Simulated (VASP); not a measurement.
Here is the system:

```xyz
3
Lattice="1.5034 -2.7403 0.0000 1.5034 2.7403 0.0000 0.0000 0.0000 3.5144" Properties=species:S:1:pos:R:3 pbc="T T T"
Mg     0.0000     0.0000     0.0000
B      1.5034     0.9134     1.7572
B      1.5942    -0.9134     1.7572
```

Calculation: PBE GGA, VASP's PBE PAW potentials (set 64) (plane waves; VASP). Run with 520 eV cut-off, 10×10×8 Γ-centred mesh, first-order Methfessel-Paxton smearing of 0.10 eV, potentials Mg_pv B.

Task: What does the run give for the energy per atom (σ→0), largest force, band gap (on the k-mesh) with the smallest direct gap where there is one?

Result: 
```
Item                                                         Value
------------------------  ----------------------------------------
band gap (on the k-mesh)  none (metal, semimetal or under 0.01 eV)
energy per atom (σ→0)                               -5.072 eV/atom
largest force                                           0.997 eV/Å
```

The compound is MgB2 in the AlB2 type structure. The cell was not relaxed at this level, atoms are displaced from their ideal sites. The run is one of a series of settings (POTCAR Mg_pv B (PBE.64 set) against the base run), some of them coarse on purpose.
